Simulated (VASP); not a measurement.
Method: revPBE GGA, VASP's PBE PAW potentials (set 64) (plane waves; VASP).

The input files of a VASP run:

**POSCAR**
```
LiF
1
    0.0000000000     2.0648159939     2.0648159939
    2.0648159939    -0.0000000000     2.0648159939
    2.0648159939     2.0648159939    -0.0000000000
Li F
1 1
Direct
  0.0000000000   0.0000000000   0.0000000000
  0.5000000000   0.5000000000   0.5000000000
```

KPOINTS:
```
k-points along high-symmetry lines
15
Line-mode
Reciprocal
  0.000000   0.000000   0.000000 ! GAMMA
  0.500000   0.000000   0.500000 ! X

  0.500000   0.000000   0.500000 ! X
  0.625000   0.250000   0.625000 ! U

  0.375000   0.375000   0.750000 ! K
  0.000000   0.000000   0.000000 ! GAMMA

  0.000000   0.000000   0.000000 ! GAMMA
  0.500000   0.500000   0.500000 ! L

  0.500000   0.500000   0.500000 ! L
  0.500000   0.250000   0.750000 ! W

  0.500000   0.250000   0.750000 ! W
  0.500000   0.000000   0.500000 ! X
```

### INCAR
```
! general
SYSTEM = LiF
PREC   = Accurate
ENCUT  = 520
LREAL  = F
LASPH  = T
ICHARG = 11

! electronic loop
EDIFF  = 1E-7
NELM   = 100
ALGO   = Normal

! smearing
ISMEAR = 0
SIGMA  = 0.05

! functional
GGA    = RE

! output
LWAVE  = F
LCHARG = F
LORBIT = 11
```

POTCAR, in this order: Li_sv F (PBE.64 set). Program: vasp_std. Read from the step before: CHGCAR.

Output of the run:

**OUTCAR**
```
 ion  position               nearest neighbor table
   1  0.000  0.000  0.000-   2 2.06   2 2.06   2 2.06   2 2.06   2 2.06   2 2.06
   2  0.500  0.500  0.500-   1 2.06   1 2.06   1 2.06   1 2.06   1 2.06   1 2.06
  LATTYP: Found a face centered cubic cell.
 ALAT       =     4.1296319878
 Subroutine PRICEL returns:
 Original cell was already a primitive cell.
 Subroutine GETGRP returns: Found 48 space group operations
The static configuration has the point symmetry O_h .
The dynamic configuration has the point symmetry O_h .
 Subroutine INISYM returns: Found 48 space group operations
   k-points           NKPTS =     90   k-points in BZ     NKDIM =     90   number of bands    NBANDS=      9
   number of dos      NEDOS =    301   number of ions     NIONS =      2
   total plane-waves  NPLWV =  13824
   dimension x,y,z NGX =    24 NGY =   24 NGZ =   24
   dimension x,y,z NGXF=    48 NGYF=   48 NGZF=   48
   ions per type =               1   1
   PREC   = accura    normal or accurate (medium, high low for compatibility)
   ISTART =      0    job   : 0-new  1-cont  2-samecut
   ICHARG =     11    charge: 1-file 2-atom 10-const
   ISPIN  =      1    spin polarized calculation?
   LNONCOLLINEAR =      F non collinear calculations
   LSORBIT =      F    spin-orbit coupling
   INIWAV =      1    electr: 0-lowe 1-rand  2-diag
   ENCUT  =  520.0 eV  38.22 Ry    6.18 a.u.   5.43  5.43  5.43*2*pi/ulx,y,z
   NELM   =    100;   NELMIN=  2; NELMDL= -5     # of ELM steps
   EDIFF  = 0.1E-06   stopping-criterion for ELM
   LREAL  =      F    real-space projection
   NLSPLINE    = F    spline interpolate recip. space projectors
   LMAXMIX     =    2 max onsite mixed and CHGCAR
   VOSKOWN=      0    Vosko Wilk Nusair interpolation
   EDIFFG = 0.1E-05   stopping-criterion for IOM
   NSW    =      0    number of steps for IOM
   NBLOCK =      1;   KBLOCK =      1    inner block; outer block
   IBRION =     -1    ionic relax: 0-MD 1-quasi-New 2-CG
   NFREE  =      0    steps in history (QN), initial steepest desc. (CG)
   ISIF   =      2    stress and relaxation
   ISYM   =      2    0-nonsym 1-usesym 2-fastsym
   TEIN   =    0.0    initial temperature
   TEBEG  =    0.0;   TEEND  =   0.0 temperature during run
   SMASS  =  -3.00    Nose mass-parameter (am)
   PSTRESS=    0.0 pullay stress
   NELECT =      10.0000    total number of electrons
   EFERMI =   0.00;   METHOD = LEGACY
   ISMEAR =     0;   SIGMA  =   0.05  broadening in eV -4-tet -1-fermi 0-gaus
   IALGO  =     38    algorithm
   LDIAG  =      T    sub-space diagonalisation (order eigenvalues)
   IMIX   =      4    mixing-type and parameters
     AMIX     =   0.40;   BMIX     =  1.00
     AMIX_MAG =   1.60;   BMIX_MAG =  1.00
     AMIN     =   0.10
   GGA     = RE    functional components
   VOSKOWN =     0    Vosko Wilk Nusair interpolation
   LHFCALC =     F    Hartree Fock is set to
   LHFONE  =     F    Hartree Fock one center treatment
   AEXX    =    0.0000 exact exchange contribution
   IVDW    =     0    specifies the selected vdW correction
   LEPSILON=     F    determine dielectric tensor
   LRPA    =     F    only Hartree local field effects (RPA)
  energy-cutoff  :      520.00
  volume of cell :       17.61
      direct lattice vectors                 reciprocal lattice vectors
     0.000000000  2.064815994  2.064815994    -0.242152328  0.242152328  0.242152328
     2.064815994  0.000000000  2.064815994     0.242152328 -0.242152328  0.242152328
     2.064815994  2.064815994  0.000000000     0.242152328  0.242152328 -0.242152328
 k-point     1 :   0.0000 0.0000 0.0000  plane waves:     459
 k-point     2 :   0.0357 0.0000 0.0357  plane waves:     495
 k-point     3 :   0.0714 0.0000 0.0714  plane waves:     495
 k-point     4 :   0.1071 0.0000 0.1071  plane waves:     495
 k-point     5 :   0.1429 0.0000 0.1429  plane waves:     487
 k-point     6 :   0.1786 0.0000 0.1786  plane waves:     480
 k-point     7 :   0.2143 0.0000 0.2143  plane waves:     480
 k-point     8 :   0.2500 0.0000 0.2500  plane waves:     480
 k-point     9 :   0.2857 0.0000 0.2857  plane waves:     472
 k-point    10 :   0.3214 0.0000 0.3214  plane waves:     472
...
```

File OSZICAR:
```
       N       E                     dE             d eps       ncg     rms          rms(c)
DAV:   1     0.313358283374E+02    0.31336E+02   -0.55604E+03  1788   0.112E+03
DAV:   2    -0.803094797007E+01   -0.39367E+02   -0.38147E+02  1778   0.196E+02
DAV:   3    -0.898348836943E+01   -0.95254E+00   -0.95083E+00  2249   0.300E+01
DAV:   4    -0.899180726551E+01   -0.83189E-02   -0.83163E-02  2028   0.243E+00
DAV:   5    -0.899184704709E+01   -0.39782E-04   -0.39781E-04  2224   0.123E-01
DAV:   6    -0.899184750563E+01   -0.45854E-06   -0.45860E-06  2045   0.860E-03
DAV:   7    -0.899184751484E+01   -0.92116E-08   -0.91610E-08  2257   0.768E-04
   1 F= -.89918475E+01 E0= -.89918475E+01  d E =-.638978E-26
```

File OUTCAR:
```
 val. band max:       -1.2854400093   @ k =   0.0536   0.0536   0.1071

 cond. band min:       7.3780893273   @ k =   0.0000   0.0000   0.0000



 k-point     1 :       0.0000    0.0000    0.0000
  band No.  band energies     occupation
      1     -42.6271      2.00000
      2     -21.1452      2.00000
      3      -1.2861      2.00000
      4      -1.2861      2.00000
      5      -1.2861      2.00000
      6       7.3781      0.00000
      7      22.0867      0.00000
      8      22.0877      0.00000
      9      22.1965      0.00000

 k-point     2 :       0.0357    0.0000    0.0357
  band No.  band energies     occupation
      1     -42.6268      2.00000
      2     -21.1409      2.00000
      3      -1.3175      2.00000
      4      -1.2975      2.00000
      5      -1.2975      2.00000
      6       7.4298      0.00000
      7      21.4783      0.00000
      8      21.4804      0.00000
      9      21.9215      0.00000

 k-point     3 :       0.0714    0.0000    0.0714
  band No.  band energies     occupation
      1     -42.6248      2.00000
      2     -21.1235      2.00000
      3      -1.4104      2.00000
      4      -1.3310      2.00000
      5      -1.3310      2.00000
      6       7.5865      0.00000
      7      20.8083      0.00000
      8      20.8084      0.00000
      9      21.2220      0.00000

 k-point     4 :       0.1071    0.0000    0.1071
  band No.  band energies     occupation
      1     -42.6216      2.00000
      2     -21.0947      2.00000
      3      -1.5608      2.00000
      4      -1.3849      2.00000
      5      -1.3849      2.00000
      6       7.8423      0.00000
      7      20.2333      0.00000
      8      20.2623      0.00000
      9      20.3200      0.00000

 k-point     5 :       0.1429    0.0000    0.1429
  band No.  band energies     occupation
      1     -42.6174      2.00000
      2     -21.0549      2.00000
      3      -1.7619      2.00000
      4      -1.4562      2.00000
...
```

The density is held fixed in this step, so its total energy and stress have no physical meaning.

The compound is LiF in the rock salt structure. It was relaxed first, which changed the volume by +8 %.
